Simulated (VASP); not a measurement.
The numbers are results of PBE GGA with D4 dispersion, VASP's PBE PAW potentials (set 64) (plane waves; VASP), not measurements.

The input files of a VASP run:

INCAR:
```
SYSTEM = CsPbBr3
PREC = Accurate
ENCUT = 520
EDIFF = 1E-6
NELM = 100
ALGO = Normal
LREAL = .FALSE.
LASPH = .TRUE.
ISMEAR = 0
SIGMA = 0.05
GGA = PE
IVDW = 13
LMAXMIX = 4
LWAVE = .FALSE.
LCHARG = .FALSE.
IBRION = 2
ISIF = 3
NSW = 60
EDIFFG = -0.02
```

KPOINTS:
```
Automatic mesh
0
Gamma
4 4 4
0 0 0
```

File POSCAR:
```
CsPbBr3
1.0
  5.9076481069   0.0000000000   0.0000000000
  0.0000000000   5.9076481069   0.0000000000
  0.0000000000   0.0000000000   5.9076481069
Cs Pb Br
1 1 3
direct
  0.0000000000   0.0000000000   0.0000000000
  0.5000000000   0.5000000000   0.5000000000
  0.5000000000   0.0000000000   0.5000000000
  0.0000000000   0.5000000000   0.5000000000
  0.5000000000   0.5000000000   0.0000000000
```

POTCAR, in this order: Cs_sv Pb_d Br (PBE.64 set). Program: vasp_std.

Output of the run:

**OSZICAR**
```
       N       E                     dE             d eps       ncg     rms          rms(c)
DAV:   1     0.408799416969E+03    0.40880E+03   -0.19083E+04   520   0.151E+03
DAV:   2     0.329413054030E+02   -0.37586E+03   -0.36862E+03   660   0.334E+02
DAV:   3    -0.144308666867E+02   -0.47372E+02   -0.45929E+02   596   0.129E+02
DAV:   4    -0.163777356466E+02   -0.19469E+01   -0.19413E+01   660   0.343E+01
DAV:   5    -0.164358954421E+02   -0.58160E-01   -0.58128E-01   650   0.503E+00    0.415E+00
DAV:   6    -0.158756414426E+02    0.56025E+00   -0.10453E+00   738   0.103E+01    0.243E+00
DAV:   7    -0.158272032333E+02    0.48438E-01   -0.55403E-01   750   0.431E+00    0.100E+00
DAV:   8    -0.158370696859E+02   -0.98665E-02   -0.66807E-02   652   0.224E+00    0.191E-01
DAV:   9    -0.158369005769E+02    0.16911E-03   -0.11199E-02   718   0.835E-01    0.105E-01
DAV:  10    -0.158372209831E+02   -0.32041E-03   -0.10740E-03   590   0.200E-01    0.417E-02
DAV:  11    -0.158373092161E+02   -0.88233E-04   -0.19657E-04   644   0.113E-01    0.930E-03
DAV:  12    -0.158373112351E+02   -0.20191E-05   -0.27564E-05   756   0.542E-02    0.740E-03
DAV:  13    -0.158373108458E+02    0.38932E-06   -0.39666E-06   568   0.167E-02
   1 F= -.16912534E+02 E0= -.16912534E+02  d E =-.169125E+02
       N       E                     dE             d eps       ncg     rms          rms(c)
DAV:   1    -0.158832742227E+02   -0.45963E-01   -0.91809E-01   684   0.102E+01    0.928E-01
DAV:   2    -0.158552889403E+02    0.27985E-01   -0.54807E-02   676   0.240E+00    0.349E-01
DAV:   3    -0.158499361609E+02    0.53528E-02   -0.21913E-02   664   0.141E+00    0.112E-01
DAV:   4    -0.158498846339E+02    0.51527E-04   -0.40197E-04   610   0.137E-01    0.745E-02
DAV:   5    -0.158498496687E+02    0.34965E-04   -0.13369E-04   622   0.104E-01    0.144E-02
DAV:   6    -0.158498488865E+02    0.78215E-06   -0.12772E-05   622   0.389E-02    0.314E-03
DAV:   7    -0.158498490522E+02   -0.16566E-06   -0.11888E-06   344   0.105E-02
   2 F= -.16914644E+02 E0= -.16914644E+02  d E =-.211020E-02
```

OUTCAR:
```
------------------------ aborting loop because EDIFF is reached ----------------------------------------
  Edisp (eV):   -1.06480
  FORCE on cell =-STRESS in cart. coord.  units (eV):
  Direction    XX          YY          ZZ          XY          YZ          ZX
  --------------------------------------------------------------------------------------
  Total       0.06908     0.06908     0.06908    -0.00000     0.00000    -0.00000
  in kB       0.53143     0.53143     0.53143    -0.00000     0.00000    -0.00000
  external pressure =        0.53 kB  Pullay stress =        0.00 kB
  volume of cell :      208.27
      direct lattice vectors                 reciprocal lattice vectors
     5.927518136  0.000000000 -0.000000000     0.168704672 -0.000000000  0.000000000
     0.000000000  5.927518136  0.000000000    -0.000000000  0.168704672  0.000000000
    -0.000000000 -0.000000000  5.927518136     0.000000000 -0.000000000  0.168704672
 POSITION                                       TOTAL-FORCE (eV/Angst)
 -----------------------------------------------------------------------------------
      0.00000      0.00000      0.00000         0.000000      0.000000      0.000000
      2.96376      2.96376      2.96376        -0.000000     -0.000000      0.000000
      2.96376     -0.00000      2.96376         0.000000      0.000000      0.000000
     -0.00000      2.96376      2.96376         0.000000      0.000000      0.000000
      2.96376      2.96376      0.00000         0.000000      0.000000      0.000000
 -----------------------------------------------------------------------------------
    total drift:                                0.000000     -0.000000     -0.000000
  FREE ENERGIE OF THE ION-ELECTRON SYSTEM (eV)
  ---------------------------------------------------
  free  energy   TOTEN  =       -16.9146442624 eV

  energy  without entropy=      -16.9146442624  energy(sigma->0) =      -16.91464426

 reached required accuracy - stopping structural energy minimisation
```
(Selected blocks of OUTCAR.)

CONTCAR:
```
CsPbBr3
   1.00000000000000
     5.9275181362120968    0.0000000000000000   -0.0000000000000000
     0.0000000000000000    5.9275181362120968    0.0000000000000000
    -0.0000000000000000   -0.0000000000000000    5.9275181362120968
  Cs              Pb              Br
     1     1     3
Direct
     0.0000000000000000    0.0000000000000000    0.0000000000000000
     0.5000000000000000    0.5000000000000000    0.5000000000000000
     0.5000000000000000    0.0000000000000000    0.5000000000000000
     0.0000000000000000    0.5000000000000000    0.5000000000000000
     0.5000000000000000    0.5000000000000000    0.0000000000000000
```

The compound is CsPbBr3 in the cubic perovskite structure, the ideal cubic form; the compound distorts at low or room temperature. This run relaxes it. Symmetry was kept, so distortions that lower it aren't found. The start is the result of an earlier pass.
